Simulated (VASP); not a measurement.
All values below come from PBE GGA, VASP's PBE PAW potentials (set 64) (plane waves; VASP).

VASP ran on this input.

### INCAR
```
ALGO = Normal
EDIFF = 1E-6
ENCUT = 400
GGA = PE
ISIF = 2
ISMEAR = -1
ISPIN = 2
LASPH = T
LCHARG = F
LMAXMIX = 4
LORBIT = 11
LREAL = F
LWAVE = F
MAGMOM = 4.0 -4.0 2*0.0
NELM = 100
PREC = Accurate
SIGMA = 0.02
SYSTEM = FeO
```

KPOINTS:
```
Automatic mesh
0
Gamma
7 7 7
0 0 0
```

**POSCAR**
```
FeO
1
    4.3438560000     2.1719280000     2.1719280000
    2.1719280000     4.3438560000     2.1719280000
    2.1719280000     2.1719280000     4.3438560000
Fe O
2 2
Direct
  0.0000000000   0.0000000000   0.0000000000
  0.5000000000   0.5000000000   0.5000000000
  0.2500000000   0.2500000000   0.2500000000
  0.7500000000   0.7500000000   0.7500000000
```

POTCAR, in this order: Fe O (PBE.64 set). Program: vasp_std.

The run wrote:

File OSZICAR:
```
       N       E                     dE             d eps       ncg     rms          rms(c)
DAV:   1     0.232838082082E+03    0.23284E+03   -0.11844E+04  3192   0.153E+03
DAV:   2     0.421873008502E+01   -0.22862E+03   -0.22146E+03  3198   0.380E+02
DAV:   3    -0.336268762326E+02   -0.37846E+02   -0.36084E+02  4954   0.155E+02
DAV:   4    -0.353308342800E+02   -0.17040E+01   -0.16372E+01  4378   0.318E+01
DAV:   5    -0.353685972724E+02   -0.37763E-01   -0.37245E-01  4422   0.434E+00    0.212E+01
DAV:   6    -0.314862360312E+02    0.38824E+01   -0.77698E+01  5016   0.111E+02    0.266E+01
DAV:   7    -0.297493738316E+02    0.17369E+01   -0.12279E+01  5180   0.768E+01    0.122E+01
DAV:   8    -0.298634832421E+02   -0.11411E+00   -0.15978E+00  3398   0.104E+01    0.764E+00
DAV:   9    -0.298174407050E+02    0.46043E-01   -0.34172E-01  5538   0.963E+00    0.156E+00
DAV:  10    -0.298234135214E+02   -0.59728E-02   -0.79494E-02  4466   0.603E+00    0.414E-01
DAV:  11    -0.298240662721E+02   -0.65275E-03   -0.19407E-02  4898   0.168E+00    0.178E-01
DAV:  12    -0.298242492304E+02   -0.18296E-03   -0.88826E-04  4644   0.364E-01    0.806E-02
DAV:  13    -0.298243020623E+02   -0.52832E-04   -0.15632E-04  4500   0.134E-01    0.467E-02
DAV:  14    -0.298243292434E+02   -0.27181E-04   -0.14037E-04  4914   0.105E-01    0.248E-02
DAV:  15    -0.298243385256E+02   -0.92823E-05   -0.53252E-05  5242   0.912E-02    0.183E-02
DAV:  16    -0.298243407124E+02   -0.21868E-05   -0.89835E-06  3490   0.410E-02    0.753E-03
DAV:  17    -0.298243416353E+02   -0.92283E-06   -0.29684E-06  2030   0.309E-02
   1 F= -.29824342E+02 E0= -.29821254E+02  d E =-.617567E-02  mag=    -0.0000
```

**OUTCAR**
```
------------------------ aborting loop because EDIFF is reached ----------------------------------------
  FORCE on cell =-STRESS in cart. coord.  units (eV):
  Direction    XX          YY          ZZ          XY          YZ          ZX
  --------------------------------------------------------------------------------------
  Total       -2.7619375     -2.7619375     -2.7619375      0.7889415      0.7889415      0.7889415
  in kB     -107.9762298   -107.9762298   -107.9762298     30.8431768     30.8431768     30.8431768
  external PRESSURE =    -107.9762298 kB  Pullay stress =       0.0000000 kB
  volume of cell :       40.98
      direct lattice vectors                 reciprocal lattice vectors
     4.343856000  2.171928000  2.171928000     0.345315314 -0.115105105 -0.115105105
     2.171928000  4.343856000  2.171928000    -0.115105105  0.345315314 -0.115105105
     2.171928000  2.171928000  4.343856000    -0.115105105 -0.115105105  0.345315314
 POSITION                                       TOTAL-FORCE (eV/Angst)
 -----------------------------------------------------------------------------------
      0.00000      0.00000      0.00000        -0.000000     -0.000000      0.000000
      4.34386      4.34386      4.34386        -0.000000     -0.000000      0.000000
      2.17193      2.17193      2.17193         0.000000      0.000000      0.000000
      6.51578      6.51578      6.51578         0.000000      0.000000     -0.000000
 -----------------------------------------------------------------------------------
    total drift:                                0.000000      0.000000      0.000000
  FREE ENERGIE OF THE ION-ELECTRON SYSTEM (eV)
  ---------------------------------------------------
  free  energy   TOTEN  =       -29.8243416353 eV

  energy  without entropy=      -29.8181659624  energy(sigma->0) =      -29.82125380

 total charge

# of ion       s       p       d       tot
------------------------------------------
    1        0.277   0.337   6.105   6.719
    2        0.277   0.337   6.105   6.719
    3        1.586   3.424   0.000   5.011
    4        1.586   3.424   0.000   5.011
--------------------------------------------------
tot          3.726   7.524  12.209  23.459

 magnetization (x)

# of ion       s       p       d       tot
------------------------------------------
    1        0.004   0.004   3.440   3.448
    2       -0.004  -0.004  -3.440  -3.448
    3        0.000   0.000   0.000   0.000
    4        0.000   0.000   0.000   0.000
--------------------------------------------------
tot          0.000   0.000   0.000   0.000
```
(Selected blocks of OUTCAR.)

At this cut-off the stress carries a Pulay error, which pulls relaxed volumes low.

The structure is a typed FeO crystal. The cell was not relaxed at this level. The k-mesh is coarse (spacing up to 0.34 per Å, 2π included), so the numbers may not be converged in it.
